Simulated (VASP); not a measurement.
# In2Ni3S2: structure and properties in VASP

What structure and properties does r2SCAN give In2Ni3S2, and how near are they to the measured ones? The steps: relaxing cell and atoms (r2SCAN), single point with fields (r2SCAN), band structure (r2SCAN), total and projected DOS (r2SCAN), zone-centre phonons (r2SCAN), optical spectrum (r2SCAN), volume scan with r2SCAN, fit for r2SCAN and self-consistent run (r2SCAN) with a changed input. The start is a computed cell from the Materials Project.

Calculated with VASP 6.6.1; r2SCAN, spin-polarised from a ferromagnetic start; plane waves and PAW (In_d, Ni, S).

**Measured values to reproduce.**

For Ni3In2S2, shandite (Bridgman-type melt-grown crystal, 300 K), “Quantum Linear Magnetoresistance and Fermi Liquid Behavior in Kagome Metal Ni3In2S2” (2024, arxiv:2402.10096) gives, by X-ray diffraction, refined: lattice constant a (a = b, hexagonal setting) 5.37 Å [room-temperature value]; lattice constant c (c, hexagonal setting) 13.53 Å [room-temperature value].

This is a report of a sequence of runs, with most program output left out.

## 1. Starting point

Before any relaxation, the start is as follows. It takes space group R-3m (No. 166, trigonal). The conventional cell has a = 5.378 Å, b = 5.378 Å, c = 13.482 Å, α = 90.00°, β = 90.00°, γ = 120.00°. Nearest to In lie 6 Ni at 2.69 Å and 2 S at 3.01 Å. In has 6 Ni at 2.73 Å and 6 S at 3.20 Å nearest. Ni has 2 S at 2.15 Å nearest. S has 3 Ni at 2.15 Å and 4 In at 3.01 to 3.20 Å nearest. Farther neighbours and most contacts between anions are not listed.

## 2. Relaxing cell and atoms (r2SCAN)

The start need not lie at this functional's minimum. ISIF = 3 frees volume, shape and positions, and EDIFFG sets the threshold on forces and stress at which the search stops. r2SCAN adds the kinetic-energy density, costs more than a GGA and is run with LASPH.

Contents of INCAR:

```
SYSTEM = In2Ni3S2
PREC = Accurate
ENCUT = 400
EDIFF = 1E-06
NELM = 100
ISMEAR = 0
SIGMA = 0.05
LREAL = .FALSE.
ALGO = Normal
METAGGA = R2SCAN
LASPH = .TRUE.
NBANDS = 47
ISPIN = 2
MAGMOM = 0 0 1 1 1 0 0
LMAXMIX = 4
LORBIT = 11
LWAVE = .FALSE.
LCHARG = .FALSE.
KPAR = 4
IBRION = 2
NSW = 60
ISIF = 3
EDIFFG = -0.01
```

Contents of POSCAR:

```
In2Ni3S2
1.0
    2.6888421947      1.5524037649      4.4940345138
   -2.6888421947      1.5524037649      4.4940345138
    0.0000000000     -3.1048075299      4.4940345138
In Ni S
2 3 2
Direct
    0.5000000000      0.5000000000      0.5000000000
    0.0000000000      0.0000000000      0.0000000000
    0.5000000000      0.0000000000      0.0000000000
    0.0000000000      0.5000000000      0.0000000000
    0.0000000000      0.0000000000      0.5000000000
    0.7230808100      0.7230808100      0.7230808100
    0.2769191900      0.2769191900      0.2769191900
```

Contents of KPOINTS:

```
Automatic mesh
0
Gamma
5 5 5
0 0 0
```

The projector-augmented-wave data sets are In_d, Ni and S (PBE family, release 64).

Started as:

```
> mpirun -np 4 vasp_std
```

Wall time 3.2 min (4 MPI ranks of Intel Xeon 6975P-C (Granite Rapids), shared host); peak memory 1.3 GiB; 13 min of CPU time.

The moments of this start collapse, so this run ends in a non-magnetic state; other starts or orders were not tried. The k-mesh is coarse for a metal. The PAW data sets were made with PBE, which is usual practice but a small mismatch for other functionals. The run keeps the 12 symmetry operations of its start, so it cannot find a distortion of lower symmetry.

The steps of the relaxation:

```tsv
step	energy less that of the first step (eV)	largest force (eV/Å)	pressure (GPa)	volume (Å³)
1	0.0000	0.0280	-0.11	112.55
2	-0.0004	0.0077	0.15	112.37
3	-0.0004	0.0159	0.23	112.34
4	-0.0006	0.0040	0.07	112.42
5	-0.0006	0.0009	0.07	112.45
```

```tsv
conventional cell, symmetrised	before	after	change
a (Å)	5.378	5.367	-0.2 %
b (Å)	5.378	5.367	-0.2 %
c (Å)	13.482	13.524	+0.3 %
volume (Å³/atom)	16.08	16.06	-0.1 %
```

Final coordinates:

```cif
data_structure
_symmetry_space_group_name_H-M 'P 1'
_symmetry_Int_Tables_number 1
_cell_length_a 5.4701
_cell_length_b 5.4701
_cell_length_c 5.4701
_cell_angle_alpha 58.756
_cell_angle_beta 58.756
_cell_angle_gamma 58.756
_cell_volume 112.45
loop_
_atom_site_label
_atom_site_type_symbol
_atom_site_fract_x
_atom_site_fract_y
_atom_site_fract_z
_atom_site_occupancy
In1 In 0.50000 0.50000 0.50000 1
In2 In 0.00000 0.00000 0.00000 1
Ni3 Ni 0.50000 0.00000 0.00000 1
Ni4 Ni 0.00000 0.50000 0.00000 1
Ni5 Ni 0.00000 0.00000 0.50000 1
S6 S 0.72323 0.72323 0.72323 1
S7 S 0.27677 0.27677 0.27677 1
```

Numbers from this step:

```
electrons                                         : 68
bands                                             : 47
irreducible k-points                              : 19
symmetry operations                               : 12
free energy (TOTEN)                               : -100.4687 eV
energy at zero smearing                           : -100.4670 eV
Fermi energy                                      : 8.568 eV
pressure                                          : 0.07193 GPa
moment of the cell, from the last line of the log : -0.0177 μB
metallic, judged on the points sampled            : yes
SCF cycles over all ionic steps                   : 42
```

Spin moment in the PAW sphere by atom:

```tsv
atom	spin moment in the PAW sphere (μB)
In1	-0.0010
In2	0.0000
Ni3	-0.0050
Ni4	-0.0050
Ni5	-0.0050
S6	-0.0010
S7	-0.0010
```

It ends with a largest force of 0.001 eV/Å and a pressure of 0.07 GPa.

## 3. Single point with fields (r2SCAN)

The relaxed cell gets a fresh self-consistent run, on a basis set for its own volume, to fix the density and to check the remaining stress.

INCAR, as its differences from that of step 2:

```diff
@@ -17,7 +17,5 @@
 LWAVE = .FALSE.
-LCHARG = .FALSE.
-KPAR = 4
-IBRION = 2
-NSW = 60
-ISIF = 3
-EDIFFG = -0.01
+LCHARG = .TRUE.
+ISIF = 2
+LELF = .TRUE.
+LVHAR = .TRUE.
```

Contents of POSCAR:

```
In2Ni3S2
1.0
    2.6834503590      1.5492907871      4.5078474732
   -2.6834503590      1.5492907871      4.5078474732
    0.0000000000     -3.0985815743      4.5078474732
In Ni S
2 3 2
Direct
    0.5000000000      0.5000000000      0.5000000000
    0.0000000000      0.0000000000      0.0000000000
    0.5000000000      0.0000000000      0.0000000000
    0.0000000000      0.5000000000      0.0000000000
    0.0000000000      0.0000000000      0.5000000000
    0.7232349648      0.7232349648      0.7232349648
    0.2767650352      0.2767650352      0.2767650352
```

KPOINTS is that of step 2.

Started as:

```
> mpirun -np 4 vasp_std
```

Wall time 67 s (4 MPI ranks); peak memory 0.71 GiB; 4.4 min of CPU time.

With spin, VASP writes an ELF for each channel.

This step gave:

* SCF cycles: 17
* bands: 48
* free energy (TOTEN): -100.4686 eV
* energy at zero smearing: -100.4669 eV
* pressure: 0.02115 GPa
* moment of the cell, from the last line of the log: -0.0182 μB

Valence electrons inside each PAW sphere by angular momentum. Sphere charges, by row:

```tsv
atom	s (e)	p (e)	d (e)	tot (e)
In1	0.922	0.624	9.885	11.43
In2	0.9	0.581	9.885	11.37
Ni3	0.456	0.564	8.484	9.503
Ni4	0.456	0.564	8.484	9.503
Ni5	0.456	0.564	8.484	9.503
S6	1.331	2.382	0	3.713
S7	1.331	2.382	0	3.713
```

Spin density in the ac plane of the conventional cell at fractional y = 0.000, with atoms of In and Ni and S within 0.2 Å of it.

Ten even steps from '_' (-9.08 × 1e-3 e/Å³) to '@' (0.49 × 1e-3 e/Å³), each cell a mean:
```
@@@@@@@@@@@@@@@@@@@@@@@@@@@@@@
@@@@@@@@@@@@@@@@@@@@@@@@@@@@@@
@@@@@@@@@@@@@@@@@@@@@@@@@@@@@@
@@@@@@@@%%@@@@@@@@@@@@%%@@@@@@
@@@@@@@@@@@@@@@@@@@@@@@@@@@@@@
@@@@@@@@@@@@@@@@@@@@@@@@@@@@@@
@@@@@@@@@@@@@@@@@@@@@@@@@@%%@@
@@@@@@@@@@@@@@@@@@@@@@@@@@@@@@
@@@@@@@@@@@@@@@@@@@@@@@@@@@@@@
@@@@@@@@@@@@@@@@@@@@@@@@@@@@@@
@@@@@@@@@@@@@@##%%@@@@@@@@@@@@
@@@@@@@@@@%%++__::##@@@@@@@@@@
@@@@@@@@@@@@##..==%%@@@@@@@@@@
@@@@@@@@@@@@@@%%@@@@@@@@@@@@@@
@@@@@@@@@@@@@@@@@@@@@@@@@@@@@@
@@@@@@@@@@@@@@@@@@@@@@@@@@@@@@
@@@@@@@@@@@@@@@@@@@@@@@@@@%%@@
@@@@@@@@@@@@@@@@@@@@@@@@@@@@@@
@@@@@@@@@@@@@@@@@@@@@@@@@@@@@@
@@@@@@@@@@@@@@@@@@@@@@@@@@@@@@
@@@@@@@@@@@@@@@@@@@@@@@@@@@@@@
@@@@@@@@@@@@@@@@@@@@@@@@@@@@@@
@@@@@@@@@@@@@@@@@@@@@@@@@@@@@@
@@@@@@@@@@@@@@@@@@@@@@@@@@@@@@
```
Columns run along a (5.4 Å), rows up along c (13.5 Å), edges of the conventional cell, whose origin can differ from the input's. Atoms in or near the plane, at fractional coordinates: In at (0.00, 0.50), In at (0.00, 0.00), Ni at (0.50, 0.50), S at (0.00, 0.72), S at (0.00, 0.28).

Electrostatic potential energy in the ac plane of the conventional cell at fractional y = 0.000, with atoms of In and Ni and S within 0.2 Å of it. With pseudopotentials it is smooth inside the atoms' cores, unlike the true potential.

Values in eV, 24 rows by 15 columns, each cell a mean:
```
-80 -63 -27  -4   1   3   3   3   3   3   2  -1 -12 -47 -76
-24 -15  -4   0   2   2   3   3   3   3   2   1  -2  -9 -21
  0   0  -1  -2  -2   0   1   2   2   1  -1  -2  -1   0   0
  1  -1  -5 -11 -11  -5  -1   1   0  -3  -9 -12  -9  -2   1
 -4  -3  -5  -9  -9  -4   0   1   0  -2  -7  -9  -7  -4  -4
-57 -34  -8  -2   0   1   2   2   2   1   0  -1  -4 -20 -49
-88 -71 -20  -1   2   2   2   2   2   2   2   1  -6 -47 -86
-54 -33  -7   1   2   2   1   1   1   2   2   2  -2 -18 -47
 -3  -1   1   3   3   2   2   1   1   2   3   3   2   0  -2
 -3  -1   1   2   3   2   1   0   0   2   2   2   1   0  -2
-43 -29  -9  -1   1  -2 -11 -21 -17  -6   0   0  -3 -19 -38
-86 -72 -33  -5  -2 -13 -53 -81 -72 -28  -5  -2 -16 -55 -84
-80 -63 -27  -4  -2 -10 -40 -68 -57 -21  -4  -1 -12 -47 -76
-25 -15  -4   0   1   0  -5  -9  -7  -2   1   1  -1  -9 -21
  0   0   2   2   3   2   1   1   1   2   3   3   2   1   0
-10  -4   0   2   3   2   1   1   1   2   2   3   2  -2  -8
-73 -50 -12   0   2   2   2   1   1   2   2   2  -3 -30 -67
-87 -68 -19  -1   2   2   2   2   2   2   2   1  -6 -44 -84
-33 -19  -6  -3  -2   0   1   2   2   1  -1  -3  -4 -11 -28
 -1  -2  -6 -11 -11  -5  -1   1   0  -3  -9 -12  -9  -3  -1
  1   0  -4  -9  -9  -4   0   1   0  -2  -7 -10  -6  -2   1
 -2  -1  -1   0   0   1   2   2   2   1   1   0  -1  -1  -2
-43 -28  -9  -1   2   3   3   3   3   3   2   1  -4 -19 -38
-86 -72 -33  -5   1   3   3   3   3   3   2  -1 -16 -55 -84
```
Columns run along a (5.4 Å; values clipped at the 3rd and 97th percentile), rows up along c (13.5 Å), edges of the conventional cell, whose origin can differ from the input's. Atoms in or near the plane, at fractional coordinates: In at (0.00, 0.50), In at (0.00, 0.00), Ni at (0.50, 0.50), S at (0.00, 0.72), S at (0.00, 0.28).

ELF of up spins in the ac plane of the conventional cell at fractional y = 0.000, with atoms of In and Ni and S within 0.2 Å of it. It is the smooth field of the valence electrons, not physical close to the nuclei.

Values, 24 rows by 15 columns, each cell a mean:
```
0.08 0.15 0.28 0.21 0.12 0.08 0.07 0.08 0.08 0.07 0.10 0.16 0.26 0.23 0.09
0.30 0.31 0.29 0.25 0.20 0.16 0.15 0.16 0.15 0.15 0.17 0.23 0.27 0.31 0.30
0.32 0.30 0.26 0.23 0.21 0.20 0.21 0.21 0.21 0.20 0.21 0.22 0.25 0.28 0.32
0.24 0.20 0.19 0.18 0.19 0.22 0.26 0.32 0.29 0.23 0.20 0.18 0.19 0.19 0.22
0.50 0.43 0.29 0.20 0.20 0.22 0.29 0.36 0.33 0.24 0.21 0.19 0.24 0.36 0.48
0.62 0.74 0.67 0.41 0.23 0.20 0.25 0.28 0.27 0.22 0.20 0.30 0.56 0.74 0.68
0.41 0.71 0.81 0.61 0.27 0.13 0.13 0.13 0.13 0.12 0.18 0.44 0.75 0.79 0.54
0.84 0.86 0.78 0.48 0.14 0.07 0.09 0.11 0.10 0.08 0.09 0.29 0.67 0.85 0.85
0.74 0.66 0.43 0.16 0.06 0.10 0.17 0.22 0.20 0.14 0.07 0.09 0.29 0.57 0.72
0.20 0.17 0.12 0.10 0.12 0.18 0.25 0.28 0.27 0.21 0.15 0.10 0.11 0.15 0.19
0.21 0.24 0.24 0.23 0.23 0.20 0.19 0.15 0.16 0.20 0.21 0.24 0.23 0.26 0.22
0.10 0.10 0.29 0.30 0.27 0.18 0.06 0.01 0.02 0.12 0.23 0.29 0.31 0.20 0.05
0.08 0.15 0.29 0.29 0.26 0.20 0.09 0.03 0.05 0.15 0.23 0.28 0.30 0.23 0.08
0.23 0.23 0.20 0.19 0.20 0.20 0.21 0.20 0.20 0.21 0.20 0.20 0.19 0.22 0.23
0.29 0.25 0.15 0.08 0.09 0.16 0.25 0.29 0.27 0.21 0.12 0.08 0.11 0.20 0.28
0.86 0.80 0.59 0.24 0.07 0.08 0.14 0.17 0.16 0.11 0.06 0.13 0.43 0.72 0.84
0.72 0.82 0.81 0.55 0.19 0.08 0.09 0.10 0.10 0.08 0.11 0.36 0.72 0.84 0.77
0.41 0.70 0.80 0.59 0.27 0.16 0.16 0.17 0.16 0.15 0.20 0.43 0.74 0.79 0.53
0.67 0.70 0.56 0.31 0.21 0.21 0.27 0.32 0.30 0.23 0.20 0.24 0.44 0.66 0.69
0.38 0.31 0.23 0.19 0.19 0.22 0.28 0.36 0.33 0.24 0.20 0.18 0.21 0.26 0.36
0.25 0.22 0.20 0.19 0.20 0.21 0.24 0.29 0.27 0.22 0.21 0.19 0.20 0.20 0.24
0.33 0.32 0.29 0.25 0.21 0.19 0.19 0.19 0.19 0.19 0.20 0.23 0.27 0.31 0.33
0.24 0.28 0.28 0.24 0.18 0.14 0.13 0.13 0.13 0.13 0.15 0.21 0.26 0.30 0.25
0.10 0.10 0.27 0.21 0.11 0.07 0.06 0.06 0.06 0.06 0.08 0.15 0.27 0.19 0.05
```
Columns run along a (5.4 Å), rows up along c (13.5 Å), edges of the conventional cell, whose origin can differ from the input's. Atoms in or near the plane, at fractional coordinates: In at (0.00, 0.50), In at (0.00, 0.00), Ni at (0.50, 0.50), S at (0.00, 0.72), S at (0.00, 0.28).

In this run the pressure is 0.02 GPa, small enough to go on; single stress components reach 0.03 GPa.

## 4. Band structure (r2SCAN)

Levels along the symmetry lines show where the bands peak and cross; KPOINTS_OPT computes them in the converged potential.

INCAR, as its differences from that of step 3:

```diff
@@ -11,3 +11,3 @@
 LASPH = .TRUE.
-NBANDS = 47
+NBANDS = 58
 ISPIN = 2
@@ -17,5 +17,3 @@
 LWAVE = .FALSE.
-LCHARG = .TRUE.
-ISIF = 2
-LELF = .TRUE.
-LVHAR = .TRUE.
+LCHARG = .FALSE.
+KPAR = 4
```

POSCAR is that of step 3.

KPOINTS is that of step 3.

Contents of KPOINTS_OPT:

```
Line mode
12
Line-mode
Reciprocal
  0.00000000   0.00000000   0.00000000 GAMMA
  0.50000000   0.00000000   0.00000000 L

  0.50000000   0.00000000   0.00000000 L
  0.50000000   0.24541406  -0.24541406 B1

  0.75458594   0.50000000   0.24541406 B
  0.50000000   0.50000000   0.50000000 Z

  0.50000000   0.50000000   0.50000000 Z
  0.00000000   0.00000000   0.00000000 GAMMA

  0.00000000   0.00000000   0.00000000 GAMMA
  0.37270703   0.00000000  -0.37270703 X

  0.62729297   0.37270703   0.00000000 Q
  0.50000000   0.50000000   0.00000000 F

  0.50000000   0.50000000   0.00000000 F
  0.62729297   0.62729297   0.24541406 P1

  0.62729297   0.62729297   0.24541406 P1
  0.50000000   0.50000000   0.50000000 Z

  0.50000000   0.00000000   0.00000000 L
  0.75458594   0.37270703   0.37270703 P
```

Started as:

```
> mpirun -np 4 vasp_std
```

Elapsed: 4.7 min, on 4 MPI ranks; peak memory 1.6 GiB; 19 min of CPU time.

Spin-orbit coupling is off here; it can split and shift levels that hold much weight on In by tenths of an eV or more.

This step gave:

| Item | Value |
| --- | --- |
| bands | 58 |
| pressure | 0.02350 GPa |
| moment of the cell, from the last line of the log | -0.0178 μB |

Spin up. The electronic bands at the labelled points (eV, zero at the Fermi level; # counts the bands kept in this run):

```tsv
point	#19	#20	#21	#22	#23	#24	#25	#26
Γ	-1.68	-1.43	-1.43	-0.82	-0.38	-0.38	0.58	0.62
0.45 of the way	-1.59	-1.35	-0.94	-0.51	0.01	0.28	1.04	2.22
L	-1.48	-1.44	-0.33	-0.33	0.91	0.91	1.96	2.92
0.45 of the way	-1.45	-1.39	-0.92	0.03	0.43	1.41	2.38	2.66
B1	-1.40	-1.38	-1.20	-0.05	-0.01	2.07	2.53	3.56
jump to B	-1.40	-1.38	-1.20	-0.05	-0.01	2.07	2.53	3.56
0.45 of the way	-1.53	-1.18	-0.92	-0.26	0.13	1.56	2.77	2.78
Z	-1.45	-0.82	-0.19	-0.19	0.38	0.38	2.13	3.99
0.45 of the way	-1.45	-0.82	-0.81	-0.81	0.12	0.12	1.24	2.90
Γ	-1.68	-1.43	-1.43	-0.82	-0.38	-0.38	0.58	0.62
0.45 of the way	-1.57	-1.30	-1.17	-0.08	-0.03	0.93	1.14	2.70
X	-1.39	-1.30	-1.17	-0.42	0.54	2.03	2.47	2.64
jump to Q	-1.39	-1.30	-1.17	-0.42	0.54	2.03	2.47	2.64
0.45 of the way	-1.50	-1.22	-1.17	-0.65	0.82	1.63	2.71	3.00
F	-1.51	-1.19	-1.14	-0.77	1.04	1.39	2.67	3.23
0.45 of the way	-1.50	-1.27	-1.10	-0.70	0.93	1.61	2.60	3.10
P1	-1.44	-1.34	-1.05	-0.52	0.61	2.15	2.28	2.68
0.45 of the way	-1.55	-1.12	-0.78	-0.40	0.32	1.20	2.77	2.96
Z	-1.45	-0.82	-0.19	-0.19	0.38	0.38	2.13	3.99
jump to L	-1.48	-1.44	-0.33	-0.33	0.91	0.91	1.96	2.92
0.45 of the way	-1.48	-1.35	-0.68	-0.36	0.37	1.80	1.89	3.24
P	-1.44	-1.34	-1.05	-0.52	0.61	2.15	2.28	2.68
```

Of the projections kept (In, Ni, S), the largest for each band there, as a share of the weight inside these atoms' spheres; weight between the spheres isn't counted:

```tsv
point	#19	#20	#21	#22	#23	#24	#25	#26
Γ	In 0.57	Ni 0.99	Ni 0.99	Ni 1.00	Ni 0.88	Ni 0.88	Ni 0.68	Ni 0.73
L	Ni 0.99	Ni 0.90	Ni 0.66	Ni 0.93	Ni 0.54	Ni 0.50	Ni 0.51	In 0.46
B1	Ni 0.87	Ni 0.90	Ni 0.91	Ni 0.72	Ni 0.74	Ni 0.51	Ni 0.58	In 0.43
B	Ni 0.87	Ni 0.90	Ni 0.91	Ni 0.72	Ni 0.74	Ni 0.51	Ni 0.58	In 0.43
Z	Ni 0.99	Ni 1.00	Ni 0.89	Ni 0.89	In 0.45	In 0.45	Ni 0.54	In 0.70
Γ	In 0.57	Ni 0.99	Ni 0.99	Ni 1.00	Ni 0.88	Ni 0.88	Ni 0.68	Ni 0.73
```

Spin down. The electronic bands at the labelled points (eV, zero at the Fermi level; # counts the bands kept in this run):

```tsv
point	#19	#20	#21	#22	#23	#24	#25	#26
Γ	-1.68	-1.43	-1.43	-0.82	-0.39	-0.39	0.58	0.61
0.45 of the way	-1.59	-1.36	-0.94	-0.52	0.00	0.28	1.04	2.22
L	-1.49	-1.44	-0.34	-0.34	0.90	0.91	1.95	2.91
0.45 of the way	-1.45	-1.40	-0.92	0.02	0.43	1.41	2.37	2.66
B1	-1.41	-1.39	-1.20	-0.06	-0.02	2.06	2.52	3.56
jump to B	-1.41	-1.39	-1.20	-0.06	-0.02	2.06	2.52	3.56
0.45 of the way	-1.53	-1.18	-0.92	-0.27	0.11	1.55	2.76	2.77
Z	-1.46	-0.82	-0.20	-0.20	0.38	0.38	2.13	3.99
0.45 of the way	-1.45	-0.82	-0.82	-0.82	0.12	0.12	1.23	2.90
Γ	-1.68	-1.43	-1.43	-0.82	-0.39	-0.39	0.58	0.61
0.45 of the way	-1.57	-1.31	-1.18	-0.09	-0.03	0.92	1.13	2.69
X	-1.40	-1.31	-1.17	-0.43	0.53	2.03	2.47	2.64
jump to Q	-1.40	-1.31	-1.17	-0.43	0.53	2.03	2.47	2.64
0.45 of the way	-1.50	-1.23	-1.17	-0.66	0.82	1.63	2.71	2.99
F	-1.51	-1.19	-1.15	-0.78	1.03	1.39	2.67	3.23
0.45 of the way	-1.50	-1.27	-1.10	-0.71	0.92	1.60	2.59	3.09
P1	-1.44	-1.35	-1.05	-0.53	0.60	2.15	2.28	2.67
0.45 of the way	-1.56	-1.13	-0.78	-0.41	0.31	1.19	2.76	2.96
Z	-1.46	-0.82	-0.20	-0.20	0.38	0.38	2.13	3.99
jump to L	-1.49	-1.44	-0.34	-0.34	0.90	0.91	1.95	2.91
0.45 of the way	-1.49	-1.35	-0.68	-0.37	0.36	1.79	1.88	3.24
P	-1.44	-1.35	-1.05	-0.53	0.60	2.15	2.28	2.67
```

Of the projections kept (In, Ni, S), the largest for each band there, as a share of the weight inside these atoms' spheres; weight between the spheres isn't counted:

```tsv
point	#19	#20	#21	#22	#23	#24	#25	#26
Γ	In 0.57	Ni 0.99	Ni 0.99	Ni 1.00	Ni 0.88	Ni 0.88	Ni 0.68	Ni 0.73
L	Ni 0.99	Ni 0.90	Ni 0.66	Ni 0.93	Ni 0.54	Ni 0.50	Ni 0.51	In 0.46
B1	Ni 0.87	Ni 0.90	Ni 0.91	Ni 0.72	Ni 0.74	Ni 0.51	Ni 0.58	In 0.43
B	Ni 0.87	Ni 0.90	Ni 0.91	Ni 0.72	Ni 0.74	Ni 0.51	Ni 0.58	In 0.43
Z	Ni 0.99	Ni 1.00	Ni 0.89	Ni 0.89	In 0.45	In 0.45	Ni 0.54	In 0.70
Γ	In 0.57	Ni 0.99	Ni 0.99	Ni 1.00	Ni 0.88	Ni 0.88	Ni 0.68	Ni 0.73
```

There is no gap at this level.

[end of part 1 of 2]

[Lines on the potential files, build, host, timing and source positions are cut from VASP's logs without a mark.]

[Logs are printed without paths, hosts, clocks, repeated set-up lines and the standing remarks that a program may print on its own settings, such as how far it seeks lower states.]

[Hosts, paths, dates, database ids (printed as entryN), source tags and the programs' standing remarks are cut or masked in the printed files.]

[A measured line is paired with the nearest computed mode of its activity, which favours agreement.]

[In band tables of VASP the shares of atoms and orbitals are scaled to a sum of 1 inside the atoms' spheres.]
